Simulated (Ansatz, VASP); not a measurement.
**KCaHfSbO6: VASP beside Ansatz**

INCAR

```
SYSTEM = KCaHfSbO6
  PREC = Accurate
  ENCUT = 520
  EDIFF = 1E-7
  ISMEAR = 0
  SIGMA = 0.05
  LREAL = .False.
  LASPH = .True.
  NELM = 80
  ALGO = Normal
  ISIF = 2
  LWAVE = .False.
  LCHARG = .False.
  GGA = PS
  NBANDS = 46
```

The input KPOINTS:

```
Automatic mesh
0
Gamma
  6 6 6
  0 0 0
```

Contents of POSCAR:

```
KCaHfSbO6
1.0
    0.0000000000      4.0194861433      4.0194861433
    4.0194861433      0.0000000000      4.0194861433
    4.0194861433      4.0194861433      0.0000000000
K Ca Hf Sb O
1 1 1 1 6
Direct
    0.2500000000      0.2500000000      0.2500000000
    0.7500000000      0.7500000000      0.7500000000
    0.0000000000      0.0000000000      0.0000000000
    0.5000000000      0.5000000000      0.5000000000
    0.7452884221      0.2547115779      0.2547115779
    0.2547115779      0.7452884221      0.7452884221
    0.7452884221      0.7452884221      0.2547115779
    0.2547115779      0.2547115779      0.7452884221
    0.2547115779      0.7452884221      0.2547115779
    0.7452884221      0.2547115779      0.7452884221
```

Input for Ansatz:

```yaml
crystal:
  lattice:
    - [0.0, 4.0194861433, 4.0194861433]
    - [4.0194861433, 0.0, 4.0194861433]
    - [4.0194861433, 4.0194861433, 0.0]
  atoms:
    - { symbol: K, position: [0.25, 0.25, 0.25] }
    - { symbol: Ca, position: [0.75, 0.75, 0.75] }
    - { symbol: Hf, position: [0.0, 0.0, 0.0] }
    - { symbol: Sb, position: [0.5, 0.5, 0.5] }
    - { symbol: O, position: [0.7452884221, 0.2547115779, 0.2547115779] }
    - { symbol: O, position: [0.2547115779, 0.7452884221, 0.7452884221] }
    - { symbol: O, position: [0.7452884221, 0.7452884221, 0.2547115779] }
    - { symbol: O, position: [0.2547115779, 0.2547115779, 0.7452884221] }
    - { symbol: O, position: [0.2547115779, 0.7452884221, 0.2547115779] }
    - { symbol: O, position: [0.7452884221, 0.2547115779, 0.7452884221] }
basis:
  ecutwfc: 420
kpoints:
  mp_grid: { grid: [6, 6, 6] }
hamiltonian:
  xc: pbesol
scf:
  occupations: { method: gaussian, width: 0.05 }
output:
  forces: true
  stress: true
  eigenvalues: true
```

The cell comes from a database or a generator and needn't be the stable form of this composition.

Alike in both runs: task single point; functional PBEsol; k mesh 6 × 6 × 6; occupations gaussian, width 0.05 eV; no spin polarisation.

|  | VASP | Ansatz |
| --- | --- | --- |
| version | VASP 6.6.1 | Ansatz 0.2.0 |
| potentials or method | VASP PAW PBE potentials, release 64 (K_sv, Ca_sv, Hf_pv, Sb, O) | scalar-relativistic, plane waves, PAW |
| plane-wave cutoff (eV) | 520 | 420 |
| valence electrons in the cell | 70 | 96 |

VASP gave:

| Item | Value |
| --- | --- |
| gap on the k mesh at the Fermi level (eV) | 3.54 |
| least direct gap on the mesh (eV) | 3.54 |
| pressure (GPa) | -0.5 |
| rms of the force components (eV/Å) | 0.089 |

Problem. Estimate Ansatz's values.

Solution. gap on the k mesh at the Fermi level (eV): 3.58; least direct gap on the mesh (eV): 3.58; pressure (GPa): 0.0; rms of the force components (eV/Å): 0.000.

Atom by atom the forces differ by 0.089 eV/Å (rms over components). The two sets of potentials don't hold the same shells in valence.

Caveats: the PAW data sets were made with another functional, which shifts forces and pressure a little (VASP); spin-orbit coupling is left out, which moves the levels of the heavy elements. A k mesh can miss the band edges.
